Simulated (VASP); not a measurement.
Input:

```
EuSrSe2
1.0
    2.15746     1.24561     7.04826
   -2.15746     1.24561     7.04826
    0.00000    -2.49123     7.04826
Sr Eu Se
1 1 2
Direct
  0.50000   0.50000   0.50000
  0.00000   0.00000   0.00000
  0.74707   0.74707   0.74707
  0.25293   0.25293   0.25293
```

Level of theory: PBEsol GGA, VASP's PBE PAW potentials (set 64) (plane waves; VASP). Numerical set-up: 400 eV cut-off, Gaussian smearing of 0.050 eV, potentials Sr_sv Eu_2 Se.

The 4f electrons are frozen in the core of the lanthanide potential, so 4f levels, which can set the real gap, and their magnetism are missing.

Q: What does the run give for the band gap (along the path) with the smallest direct gap where there is one?

A: 
```
Item                                   Result
------------------------------------  -------
band gap (along the path)             1.76 eV
smallest direct gap (along the path)  2.35 eV
```

Only differences to runs with the same potentials and settings are physical.

The structure comes from a computed database's SrEuSe2 entry (R-3m); how it stands against other phases isn't given here. It was relaxed first, which changed the volume by -5 %.
